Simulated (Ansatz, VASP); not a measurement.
# TePd in two plane-wave programs, part 2 of 2

One calculation is typed for both programs; each brings its own data sets and cutoff. How far apart do they land? The cell is taken from a series of VASP runs on this material, whose earlier steps may have relaxed, scaled or displaced it; both programs get it as it stands.

VASP 6.6.1 and Ansatz 0.2.0.

So far. Step 2 (VASP: band structure, PBEsol, spin-orbit coupling): The run ends at a pressure of -0.01 GPa.

## (3) Ansatz: band structure, PBEsol, spin-orbit coupling

Level of this step: Ansatz beside VASP: Kohn-Sham DFT, plane waves, PBEsol, spin-orbit coupling (Ansatz).

Ansatz runs on its fully relativistic PAW (standard-fr) files.

The same cell, functional, mesh and smearing now go to Ansatz, which takes its cutoff from its data sets.

The input, input.yaml:

```yaml
crystal:
  lattice:
    - [4.1568387541, 0.0, 0.0]
    - [-2.0784193771, 3.5999279605, 0.0]
    - [0.0, 0.0, 5.6148976823]
  atoms:
    - { symbol: Te, position: [0.3333333333, 0.6666666667, 0.25] }
    - { symbol: Te, position: [0.6666666667, 0.3333333333, 0.75] }
    - { symbol: Pd, position: [0.0, 0.0, 0.0] }
    - { symbol: Pd, position: [0.0, 0.0, 0.5] }
hamiltonian:
  xc: pbesol
  pseudopotentials: { kind: paw_fr }
magnetization:
  noncollinear: true
  spin_orbit: true
kpoints:
  mp_grid: { grid: [6, 6, 4] }
  band_path:
    path:
      - [0.0, 0.0, 0.0]
      - [0.13333, 0.0, 0.0]
      - [0.3, 0.0, 0.0]
      - [0.46667, 0.0, 0.0]
      - [0.46667, 0.06667, 0.0]
      - [0.41111, 0.17778, 0.0]
      - [0.35556, 0.28889, 0.0]
      - [0.28889, 0.28889, 0.0]
      - [0.17778, 0.17778, 0.0]
      - [0.06667, 0.06667, 0.0]
      - [0.0, 0.0, 0.03333]
      - [0.0, 0.0, 0.2]
      - [0.0, 0.0, 0.36667]
      - [0.0, 0.0, 0.5]
      - [0.16667, 0.0, 0.5]
      - [0.3, 0.0, 0.5]
      - [0.46667, 0.0, 0.5]
      - [0.46667, 0.06667, 0.5]
      - [0.41111, 0.17778, 0.5]
      - [0.35556, 0.28889, 0.5]
      - [0.28889, 0.28889, 0.5]
      - [0.17778, 0.17778, 0.5]
      - [0.06667, 0.06667, 0.5]
      - [0.5, 0.0, 0.46667]
      - [0.5, 0.0, 0.3]
      - [0.5, 0.0, 0.13333]
      - [0.33333, 0.33333, 0.0]
      - [0.33333, 0.33333, 0.16667]
      - [0.33333, 0.33333, 0.33333]
      - [0.33333, 0.33333, 0.5]
    npoints: 1
scf:
  occupations: { method: gaussian, width: 0.05 }
  n_extra_bands: 16
output:
  forces: true
  stress: true
  eigenvalues: true
```

Run with:

```console
ansatz run input.yaml --threads 2 --pin off --max-ram 4608MiB --backend cpu --events-out ev --progress --plain --runs-dir out
```

Numbers of over 12 decimals in the logs are rounded to 6 here.

The program printed:

```text
scf.n_extra_bands = 16 over 68 filled bands (N_el = 68.0): the run solves 84 bands
Engine: ansatz 0.2.0, aarch64-unknown-linux-gnu
Pseudopotentials: kind: paw_fr
Pseudopotential: Te, paw_fr, valence charge 16, recommended cutoff 420 eV (normal), Te.paw.azcp#standard-fr
Pseudopotential: Pd, paw_fr, valence charge 18, recommended cutoff 420 eV (normal), Pd.paw.azcp#standard-fr
Functional definition: PBEsol
  exchange = pbesol_x
  correlation = pbesol_c
non-collinear run that drives no moment, with spin-orbit: no starting moment large enough to seed its density (crystal.atoms[].spin), no starting occupations that ask for one, no magnetisation constraint and no magnetic field, so the semilocal B_xc is pinned to zero
Crystal: 4 atoms, lattice volume = 84.023 Å³
Basis set: ecut = 420 eV, 1633 PW (Γ), exchange–correlation on 60×60×80 points (8 copies of the dense FFT grid, shifted against one another)
Bands: 84, of which v1, the nominal top of the filled ones, is band 68 counted from 1 (67 counted from 0)
Symmetry: 24 space group operations + 24 with time reversal
Magnetic group: BNS 194.264 (UNI 1494), of the structure as read, at distance tolerance 4.4e-5 Å
k-points: 21 of 144
Projection manifold: j_resolved (fully-relativistic pseudo-atomic orbitals)
Non-local potential: Te, projectors of the file, l = 0: 2, l = 1: 4, l = 2: 4, l = 3: 4
Non-local potential: Pd, projectors of the file, l = 0: 2, l = 1: 4, l = 2: 4, l = 3: 2
PAW form: soft (Blöchl's): semilocal exchange-correlation on the pseudo side does not see the compensation charge
PAW frozen core: Te, regenerated for the run's functional, and the local potential with it (the file was generated under x = pbe(κ = 0.804, μ = 0.219515), c = pbe(β = 0.066725))
PAW frozen core: Pd, regenerated for the run's functional, and the local potential with it (the file was generated under x = pbe(κ = 0.804, μ = 0.219515), c = pbe(β = 0.066725))
PAW one-centre angular grid: Te, 590 points (default); XC on 64 Gauss nodes
PAW one-centre angular grid: Pd, 590 points (default); XC on 64 Gauss nodes
Initial density: superposition of atomic densities (chi_scale 0.1, normalization cell, long waves kept (reshape's long-wave potential 0.00 eV rms))
Initial wavefunctions: pseudopotential atomic-orbital guess
Functional: x = pbesol(κ = 0.804, μ = 0.123457), c = pbesol(β = 0.046)
SCF iter   1: F=—  HF=-27631.859270 eV  |F-HF|=—  |Δ(HF+E_count)|=         —  Δρ=1.46e-1  dr2=2.60e1  dr2_m=0.00e0 (ungated)  ethr=3.10e-3  |M|=0.00e0 ∫|m|=0.00e0 μB  |m|>n=0.0e0 m-floor=0.0e0 τ_xc=0.0e0  β_m=0.30  ⟨swp⟩=8.6  Hψ=4585  notcnv=0  defer=48
preconditioner: auto → Kerker (q_TF=auto, 2.634 Å⁻¹)  [metal: Δε(μ)=0.042 eV  Ē_g=8.571 eV  σ=0.050 eV  W_gap=0.42  n_scr=22 (ndim 8)  ℏωp=22.9 eV  f_vac=0.009  D(μ)=4.09/eV (n_scr^D=34)]
spin=Noncollinear: Kerker preconditioning applied to the charge; magnetization (m_x, m_y, m_z) channels mix plain (no charge-response kernel on spin).
SCF iter   2: F=—  HF=-27627.878032 eV  |F-HF|=—  |Δ(HF+E_count)|=    3.98e0  Δρ=5.66e-2  dr2=3.92e0  dr2_m=0.00e0 (ungated)  ethr=3.10e-3  |M|=0.00e0 ∫|m|=0.00e0 μB  |m|>n=0.0e0 m-floor=0.0e0 τ_xc=0.0e0  β_m=0.39  ⟨swp⟩=3.0  Hψ=1818  notcnv=0  defer=216
SCF iter   3: F=—  HF=-27627.179579 eV  |F-HF|=—  |Δ(HF+E_count)|=   6.98e-1  Δρ=2.03e-2  dr2=1.57e-1  dr2_m=0.00e0 (ungated)  ethr=3.10e-3  |M|=0.00e0 ∫|m|=0.00e0 μB  |m|>n=0.0e0 m-floor=0.0e0 τ_xc=0.0e0  β_m=0.69  ⟨swp⟩=2.0  Hψ=1275  notcnv=0  defer=218
SCF iter   4: F=—  HF=-27627.159344 eV  |F-HF|=—  |Δ(HF+E_count)|=   2.02e-2  Δρ=2.77e-3  dr2=4.02e-3  dr2_m=0.00e0 (ungated)  ethr=2.30e-4  |M|=0.00e0 ∫|m|=0.00e0 μB  |m|>n=0.0e0 m-floor=0.0e0 τ_xc=0.0e0  β_m=0.75  ⟨swp⟩=2.0  Hψ=1542  notcnv=0  defer=218
SCF iter   5: F=—  HF=-27627.158826 eV  |F-HF|=—  |Δ(HF+E_count)|=   5.18e-4  Δρ=1.07e-3  dr2=8.50e-4  dr2_m=0.00e0 (ungated)  ethr=5.92e-6  |M|=0.00e0 ∫|m|=0.00e0 μB  |m|>n=0.0e0 m-floor=0.0e0 τ_xc=0.0e0  β_m=0.88  ⟨swp⟩=2.3  Hψ=1192  notcnv=0  defer=218
SCF iter   6: F=—  HF=-27627.158740 eV  |F-HF|=—  |Δ(HF+E_count)|=   8.61e-5  Δρ=2.54e-4  dr2=7.82e-5  dr2_m=0.00e0 (ungated)  ethr=1.25e-6  |M|=0.00e0 ∫|m|=0.00e0 μB  |m|>n=0.0e0 m-floor=0.0e0 τ_xc=0.0e0  β_m=0.94  ⟨swp⟩=2.2  Hψ=1079  notcnv=0  defer=218
SCF iter   7: F=—  HF=-27627.158736 eV  |F-HF|=—  |Δ(HF+E_count)|=   3.48e-6  Δρ=6.34e-5  dr2=5.80e-6  dr2_m=0.00e0 (ungated)  ethr=1.15e-7  |M|=0.00e0 ∫|m|=0.00e0 μB  |m|>n=0.0e0 m-floor=0.0e0 τ_xc=0.0e0  β_m=0.94  ⟨swp⟩=2.1  Hψ=1237  notcnv=0  defer=218
SCF iter   8: F=—  HF=-27627.158736 eV  |F-HF|=—  |Δ(HF+E_count)|=   5.65e-7  Δρ=3.05e-5  dr2=1.14e-6  dr2_m=0.00e0 (ungated)  ethr=8.53e-9  |M|=0.00e0 ∫|m|=0.00e0 μB  |m|>n=0.0e0 m-floor=0.0e0 τ_xc=0.0e0  β_m=0.97  ⟨swp⟩=2.4  Hψ=1209  notcnv=0  defer=218
SCF iter   9: F=—  HF=-27627.158736 eV  |F-HF|=—  |Δ(HF+E_count)|=   1.91e-7  Δρ=1.03e-5  dr2=1.17e-7  dr2_m=0.00e0 (ungated)  ethr=1.67e-9  |M|=0.00e0 ∫|m|=0.00e0 μB  |m|>n=0.0e0 m-floor=0.0e0 τ_xc=0.0e0  β_m=0.98  ⟨swp⟩=2.0  Hψ=1096  notcnv=0  defer=218
SCF iter  10: F=-27627.158736 eV  HF=-27627.158736 eV  |F-HF|=1.20e-9  |Δ(HF+E_count)|=   7.30e-9  Δρ=1.81e-6  dr2=3.15e-9  dr2_m=0.00e0 (ungated)  ethr=1.47e-10  |M|=0.00e0 ∫|m|=0.00e0 μB  |m|>n=0.0e0 m-floor=0.0e0 τ_xc=0.0e0  ⟨swp⟩=11.5  Hψ=3846  notcnv=0
SCF 1 converged in 10 iterations: F = -27627.158736 eV  dr2 = 3.15e-9
  greatest PAW one-centre occupation: 0.999 electrons in one spin orbital (limit 2), on the Pd atom at site 3 (counted from 0), in its partial waves of l = 0
NSCF: frozen V_eff on 30 k-points
SCF converged after 10 iterations
Magnetization: |M| = 0.0000 μB,  M = (+0.0000, +0.0000, +0.0000) μB
Absolute magnetization: 0.0000 μB (∫|m|)
  site 0: m = (+0.0000, +0.0000, +0.0000) μB, |m| = 0.0000 μB  (R = 1.15 Å)
  site 1: m = (+0.0000, +0.0000, +0.0000) μB, |m| = 0.0000 μB  (R = 1.15 Å)
  site 2: m = (+0.0000, +0.0000, +0.0000) μB, |m| = 0.0000 μB  (R = 1.15 Å)
  site 3: m = (+0.0000, +0.0000, +0.0000) μB, |m| = 0.0000 μB  (R = 1.15 Å)
Free energy (F): -27627.158736 eV
Harris-Foulkes:  -27627.158736 eV  (|F-HF|=1.20e-9)
Internal energy: -27627.151908 eV  (E = F + TS)
E sigma→0 (E₀):  -27627.155322 eV
Entropy (-TS):   -0.006828 eV (-1.707 meV/atom)
Fermi energy:    14.939557 eV
--- Per-component energies (eV) ---
  E_band       = -818.096442
  E_kinetic    = 1394.656086
  E_local      = -6504.972984  (includes V_loc(G=0)·N_el)
  E_nonlocal   = -176.794258
  E_hartree    = 3262.615946
  E_xc         = -584.345497
  E_vxc        = -633.583912  (∫ρ·V_xc dr)
  E_paw        = -16550.054569  (= ΣΔE_a)
  E_vpaw       = -1422.633726  (= ΣTr[D̂ρ^β])
  E_aug_tail   = 0.000053  (compensation charges beyond the density's cutoff)
  E_ewald      = -8469.622330
  E_core_change = 1.365646  (= ΣΔE_core)
  E_smearing   = -0.006828  (= −TS)
  E_closure    = -0.000000  (closes the sum)
  Σ components = -27627.158736   (vs F -27627.158736, Δ=0.00e0)
--- Forces (eV/Å), atoms counted from 1 ---
  atom   1  Te    -0.00000000     0.00000000    -0.00000000
  atom   2  Te     0.00000000    -0.00000000     0.00000000
  atom   3  Pd    -0.00000000     0.00000000     0.00000000
  atom   4  Pd    -0.00000000    -0.00000000     0.00000000
  max |Σ_I F_I| component: 8.67e-19 eV/Å
--- Stress (GPa, compression-positive) ---
        0.161284       0.000000      -0.000000
       -0.000000       0.161284      -0.000000
       -0.000000      -0.000000       0.211954
  P = ⅓ Tr σ = 0.1782 GPa (1.782 kbar)
--- Band table (eV; the first three rows and the last of 21) ---
  k-point 0: bands = [... 64 lower, 14.7786, 14.7786, 15.6176, 15.6176, 16.6370, 16.6370, 16.8793, 16.8793, ... 12 higher]
  k-point 1: bands = [... 64 lower, 14.7050, 14.7050, 14.9749, 14.9749, 16.3957, 16.3957, 16.6913, 16.6913, ... 12 higher]
  k-point 2: bands = [... 64 lower, 15.6382, 15.6382, 15.6382, 15.6382, 16.0444, 16.0444, 16.0444, 16.0444, ... 12 higher]
  k-point 20: bands = [... 64 lower, 12.9349, 12.9349, 13.0865, 13.0865, 17.0021, 17.0021, 17.2035, 17.2035, ... 12 higher]
```

Wall time 31 s (2 threads of Arm Neoverse V2, shared host); peak memory 0.7 GiB.

## (4) Differences

Known differences besides the potentials themselves: spin-orbit coupling enters by fully relativistic files in Ansatz and inside the spheres in VASP; the data sets hold 68 valence electrons in Ansatz (fully relativistic PAW (standard-fr) files) and 32 in VASP; the cutoff is 420 eV in Ansatz and 400 eV in VASP; Ansatz makes its cores anew for this functional, VASP keeps those of its PBE data sets. Total energies have different zeros and are not compared.

Both answers:

| quantity | Ansatz | VASP | difference |
| --- | --- | --- | --- |
| pressure (GPa) | 0.18 | -0.01 | +0.19 |

Levels from 3 eV below to 2 eV above the Fermi level differ by 5 meV r.m.s. and 29 meV at most; each VASP level is matched to the nearest of Ansatz, which flatters the figure a little. Ansatz's pressure holds a Pulay correction of 0.04 GPa; VASP's holds none.

## (5) Outcome

- r.m.s. difference of levels near the Fermi level (band structure, PBEsol, spin-orbit coupling): 4.9 meV

**Reading.** The r.m.s. difference of levels near the Fermi level is 4.9 meV (band structure, PBEsol, spin-orbit coupling), within the 80 meV picked in this series as the mark of a large difference. Such differences can come from data sets, numerical settings and the points named under the comparisons, not from the functional's error against experiment.

[Lines on the potential files, build, host, timing and source positions are cut from VASP's logs without a mark.]

[Logs are printed without paths, hosts, clocks, repeated set-up lines and the standing remarks that a program may print on its own settings, such as how far it seeks lower states.]

[Hosts, paths, dates, database ids (printed as entryN), source tags and the programs' standing remarks are cut or masked in the printed files.]
